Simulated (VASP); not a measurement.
An input for Quantum ESPRESSO's pw.x (written as the equivalent of a VASP run, and not itself run):

```
&CONTROL
  calculation = 'vc-relax'
  pseudo_dir = './pseudo'
  outdir = './out'
  tprnfor = .true.
  tstress = .true.
  nstep = 60
  forc_conv_thr = 0.00078
/
&SYSTEM
  ibrav = 0
  nat = 3
  ntyp = 2
  ecutwfc = 86
  occupations = 'smearing'
  smearing = 'gaussian'
  degauss = 0.003675
  input_dft = 'pbe'
  vdw_corr = 'grimme-d3'
  dftd3_version = 3
  dftd3_threebody = .false.
/
&ELECTRONS
  conv_thr = 7.3e-08
  electron_maxstep = 100
/
&IONS
/
&CELL
/
ATOMIC_SPECIES
  Zr 91.224 Zr.upf
  Se 78.971 Se.upf
CELL_PARAMETERS angstrom
     1.8951672   -3.2825261    0.0000000
     1.8951672    3.2825261   -0.0000000
     0.0000000   -0.0000000    6.1727678
ATOMIC_POSITIONS crystal
  Zr   0.0000000  0.0000000  1.0000000
  Se   0.3333330  0.6666670  0.2558115
  Se   0.6666670  0.3333330  0.7441885
K_POINTS automatic
  6 6 4 0 0 0
```

### Question
Translate this input to VASP (INCAR, KPOINTS, POSCAR, choice of POTCAR).

### Answer
One answer among several that fit: 
### KPOINTS
```
Automatic mesh
0
Gamma
6 6 4
0 0 0
```

POSCAR:
```
ZrSe2
1
    1.8951671933    -3.2825260990     0.0000000000
    1.8951671933     3.2825260990    -0.0000000000
    0.0000000000    -0.0000000000     6.1727677685
Zr Se
1 2
Direct
  0.0000000000   0.0000000000   1.0000000000
  0.3333330000   0.6666670000   0.2558114728
  0.6666670000   0.3333330000   0.7441885272
```

### INCAR
```
SYSTEM = ZrSe2
PREC = Accurate
ENCUT = 520
EDIFF = 1E-6
NELM = 100
ALGO = Normal
LREAL = .FALSE.
LASPH = .TRUE.
ISMEAR = 0
SIGMA = 0.05
GGA = PE
IVDW = 11
LMAXMIX = 4
LWAVE = .FALSE.
LCHARG = .FALSE.
IBRION = 2
ISIF = 3
NSW = 60
EDIFFG = -0.02
```

POTCAR, in this order: Zr_sv Se (PBE.64 set). Program: vasp_std.

What does not carry over: the potentials are each code's own (VASP's PAW set, PseudoDojo norm-conserving files in pw.x), so ENCUT and ecutwfc are chosen apart and not converted; conv_thr bounds pw.x's estimated SCF error, while EDIFF bounds the energy change between steps; forc_conv_thr acts on force components and is met together with etot_conv_thr.

The compound is ZrSe2 in the 1T layered structure. This run relaxes it. Symmetry was kept, so distortions that lower it aren't found. The start is the result of an earlier pass.
